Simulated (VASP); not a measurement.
Input:

```yaml
crystal:
  lattice:
    - [0.00000, 2.14897, 2.14897]
    - [2.14897, 0.00000, 2.14897]
    - [2.14897, 2.14897, 0.00000]
  atoms:
    - { symbol: Nb, position: [0.00000, 0.00000, 0.00000] }
    - { symbol: N, position: [0.50000, 0.50000, 0.50000] }
```

The numbers are results of PBE GGA with D3 dispersion (zero damping), VASP's PBE PAW potentials (set 64) (plane waves; VASP), not measurements. Numerical set-up: 520 eV cut-off, 14×14×14 Γ-centred mesh, first-order Methfessel-Paxton smearing of 0.10 eV, potentials Nb_sv N.

### Question
Predict the energy per atom (σ→0), pressure, band gap (on the k-mesh) with the smallest direct gap where there is one.

### Answer

```yaml
band gap (on the k-mesh): none (metal, semimetal or under 0.01 eV)
energy per atom (σ→0): -10.578 eV/atom
pressure: 23.33 GPa
```

Total energies compare only between runs with the same potentials, cut-off and functional.

The compound is NbN in the rock salt structure, the cubic δ form, which competes with hexagonal ones. This cell is one point of a volume scan, at 0.94 of the reference volume. VASP warned that the highest band is occupied, so more bands are needed.
